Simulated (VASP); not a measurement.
An input for Ansatz (written as the equivalent of a VASP run, and not itself run):

Ansatz 0.2 input:
```yaml
crystal:
  lattice:
    - [0.0000000, 3.3520490, 3.3520490]
    - [3.3520490, 0.0000000, 3.3520490]
    - [3.3520490, 3.3520490, 0.0000000]
  atoms:
    - { symbol: Rb, position: [0.0000000, 0.0000000, 0.0000000] }
    - { symbol: Cl, position: [0.5000000, 0.5000000, 0.5000000] }
kpoints:
  mp_grid: { grid: [6, 6, 6], shift: [0.5, 0.5, 0.5] }
hamiltonian:
  xc: pbe
  pseudopotentials: { kind: paw }
scf:
  occupations: { method: gaussian, width: 0.5 }
  max_iter: 100
output: { forces: true, stress: true, eigenvalues: true }
```

Question: Translate this input to VASP (INCAR, KPOINTS, POSCAR, choice of POTCAR).

Answer: One answer among several that fit: 
### INCAR
```
! general
SYSTEM =RbCl
PREC   =Accurate
ENCUT  =240
LREAL  =.FALSE.
LASPH  =.TRUE.

! electronic loop
EDIFF  =1E-6
NELM   =100
ALGO   =Normal
LMAXMIX=4

! smearing
ISMEAR =0
SIGMA  =0.5

! functional
GGA    =PE

! ions
ISIF   =2

! output
LWAVE  =.FALSE.
LCHARG =.FALSE.
```

### KPOINTS
```
Regular mesh
0
gamma
  6 6 6
0.5 0.5 0.5
```

File POSCAR:
```
RbCl
6.7040980
  0.0000000000   0.5000000000   0.5000000000
  0.5000000000   0.0000000000   0.5000000000
  0.5000000000   0.5000000000   0.0000000000
Rb Cl
1 1
Cartesian
  0.0000000000   0.0000000000   0.0000000000
  0.5000000000   0.5000000000   0.5000000000
```

POTCAR, in this order: Rb_sv Cl (PBE.64 set). Program: vasp_std.

The two are equivalent in intent, not identical: each code has its own PAW files, so the cut-off isn't converted (ENCUT is set for VASP's; basis.ecutwfc is left out, and Ansatz then takes the one that its files recommend); Ansatz stops its SCF on the density residual and VASP on the energy change (EDIFF).

The structure comes from a computed database's RbCl entry; how it stands against other phases isn't given here. The cell was not relaxed at this level. The run is one of a series of settings (ENCUT = 240, SIGMA = 0.5, KPOINTS 6×6×6 Γ-centred mesh shifted by (0.5, 0.5, 0.5) against the base run), some of them coarse on purpose.
